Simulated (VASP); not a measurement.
Be2ZnO3:

```
Be Zn O
1.0
     2.39172   -4.29617    0.01191
     2.42697    4.31628   -0.02000
    -1.46458   -0.02318    4.68342
Be Zn O
4 2 6
Direct
  0.51950 0.34751 0.98297
  0.25805 0.74831 0.97525
  0.37464 0.52912 0.48731
  0.70726 0.25654 0.48624
  0.93595 0.07204 0.99855
  0.07563 0.89634 0.50301
  0.49152 0.66711 0.85739
  0.26402 0.04061 0.90431
  0.91274 0.42084 0.87501
  0.64372 0.49774 0.34920
  0.05141 0.24874 0.42259
  0.38739 0.85430 0.37708
```

The cell was built by a generator and needn't be a form met in nature.

- Program: VASP 6.6.1
- Task: relaxation of cell and atoms
- Functional: PBE
- Potentials or basis: VASP PAW PBE potentials, release 64 (Be, Zn, O)
- Cutoff: 520 eV
- k mesh: 4 × 4 × 4
- Occupations: gaussian, width 0.05 eV
- Spin: no spin polarisation

At the start: pressure 22.3 GPa; volume 8.09 Å³/atom.

**Question.** How do energy, volume and symmetry change on relaxing?

**Answer.** Over 17 steps the energy falls by 264.7 meV/atom and the volume is 8.52 Å³/atom (+5.2 %); space group Cc (No. 9, to 0.05 Å).

Step by step:
```tsv
step	energy change (eV)	largest force (eV/Å)	pressure (GPa)	volume (Å³)
1	0.0000	10.0401	22.26	97.13
2	-1.6498	2.4349	-11.42	113.66
3	-2.5169	2.7315	-2.21	104.89
4	-3.0277	0.8477	-3.94	104.68
5	-3.0288	0.8754	-3.93	104.67
6	-3.1358	0.3511	0.75	101.74
7	-3.1368	0.2861	1.83	101.34
8	-3.1369	0.2997	1.35	101.46
9	-3.1577	0.1443	0.32	102.08
10	-3.1593	0.1784	-0.27	102.34
11	-3.1667	0.1310	-0.27	102.33
12	-3.1702	0.1424	-0.24	102.33
13	-3.1745	0.0671	0.31	102.08
14	-3.1746	0.0663	0.48	102.04
15	-3.1753	0.0463	-0.58	102.43
16	-3.1755	0.0513	-0.21	102.29
17	-3.1761	0.0252	0.03	102.20
```

Final structure:
```cif
data_structure
_symmetry_space_group_name_H-M 'P 1'
_symmetry_Int_Tables_number 1
_cell_length_a 5.0340
_cell_length_b 5.0350
_cell_length_c 4.9227
_cell_angle_alpha 98.744
_cell_angle_beta 98.767
_cell_angle_gamma 120.602
_cell_volume 102.20
loop_
_atom_site_label
_atom_site_type_symbol
_atom_site_fract_x
_atom_site_fract_y
_atom_site_fract_z
_atom_site_occupancy
Be1 Be 0.56815 0.39719 0.99689 1
Be2 Be 0.25204 0.73241 0.99834 1
Be3 Be 0.39990 0.56405 0.49752 1
Be4 Be 0.73472 0.24719 0.49819 1
Zn1 Zn 0.89966 0.06987 0.98754 1
Zn2 Zn 0.07117 0.89368 0.48719 1
O1 O 0.49174 0.64725 0.85901 1
O2 O 0.25274 0.03018 0.90345 1
O3 O 0.86124 0.40602 0.86405 1
O4 O 0.64904 0.48648 0.35845 1
O5 O 0.03305 0.24823 0.40417 1
O6 O 0.40838 0.85665 0.36411 1
```
